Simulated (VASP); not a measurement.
Crystal: Ta3AsAu2O13.

```
Ta As Au O
1.0
     6.80067   -1.92163   -0.02621
     6.80067    1.92163   -0.02621
    -1.72225    0.00000   10.37288
Ta As Au O
3 1 2 13
Direct
  0.29832 0.29832 0.63042
  0.35838 0.35838 0.00386
  0.64153 0.64153 0.99841
  0.70210 0.70210 0.36249
  0.60176 0.60176 0.63181
  0.39989 0.39989 0.36577
  0.34257 0.34257 0.80557
  0.41638 0.41638 0.55635
  0.78159 0.78159 0.59389
  0.65958 0.65958 0.20071
  0.59095 0.59095 0.43486
  0.21897 0.21897 0.41156
  0.61546 0.61546 0.82214
  0.14400 0.14400 0.64097
  0.38300 0.38300 0.17947
  0.84498 0.84498 0.35825
  0.50050 0.50050 0.00258
  0.81269 0.81269 0.99232
  0.18737 0.18737 0.00856
```

The cell was built by a generator and needn't be a form met in nature.

Base run:

- Program: VASP 6.6.1
- Functional: PBE
- Potentials or basis: VASP PAW PBE potentials, release 64 (Ta_pv, As, Au, O)
- Cutoff: 520 eV
- k mesh: 7 × 7 × 3
- Occupations: fermi-dirac, width 0.05 eV
- Spin: no spin polarisation

Its results: band gap on the k mesh none (metal or under the smearing width); pressure 0.7 GPa; largest force 0.288 eV/Å.

Q: After a change of settings the same cell gave: band gap on the k mesh none (metal or under the smearing width); pressure -0.9 GPa; largest force 0.292 eV/Å. Which change was it?
A. further incar settings from ALGO = Normal; EDIFF = 1e-07; NBANDS = 93 to ALGO = Normal; EDIFF = 1e-07
B. further incar settings from ALGO = Normal; EDIFF = 1e-07; NBANDS = 93 to ALGO = Normal; EDIFF = 1e-07; dispersion from none to TS
C. further incar settings from ALGO = Normal; EDIFF = 1e-07; NBANDS = 93 to ALGO = Normal; EDIFF = 1e-08

A: B.

Caveats: atom-pairwise D2, TS and ULG terms overbind metals (some runs); pairwise dispersion overbinds metals, which lowers pressure and volume (some runs).
